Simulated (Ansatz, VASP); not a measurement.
**ZnGaP in VASP and in Ansatz**

```
Zn Ga P
1.0
     4.01594    0.00000    0.00000
    -2.00797    3.47791    0.00000
     0.00000    0.00000    4.40420
Zn Ga P
1 1 1
Direct
  0.00000 0.00000 0.50000
  0.66667 0.33333 0.00000
  0.33333 0.66667 0.50000
```

The cell was built by a generator and needn't be a form met in nature.

Alike in both runs: task single point; functional HSE(alpha, omega); k mesh 4 × 4 × 3; occupations fermi-dirac, width 0.05 eV; no spin polarisation.

```csv
,VASP,Ansatz
version,VASP 6.6.1,Ansatz 0.2.0
potentials or method,"VASP PAW PBE potentials, release 64 (Zn, Ga_d, P)",Ansatz PAW
plane-wave cutoff (eV),520,420
valence electrons in the cell,30,30
```

VASP gave:

| Property | Result |
| --- | --- |
| gap on the k mesh at the Fermi level (eV) | 0.17 |
| least direct gap on the mesh (eV) | 2.02 |
| pressure (GPa) | 1.2 |
| largest component of the traceless stress (GPa) | 0.57 |

What did Ansatz give for the same quantities?

gap on the k mesh at the Fermi level (eV): 0.17; least direct gap on the mesh (eV): 2.01; pressure (GPa): 1.2; largest component of the traceless stress (GPa): 0.52.

Caveats: the k mesh is coarse (spacing up to 0.48 Å⁻¹), so the values aren't converged, least of all with exact exchange; the PAW data sets were made with another functional, which shifts forces and pressure a little (VASP); an odd mesh through Γ misses points on the zone boundary, where band edges often lie (VASP); the PAW data sets come from PBE, with cores solved anew for the run's functional, which leaves a small shift of forces and pressure (Ansatz); the thresholds are loose for stress (Ansatz).
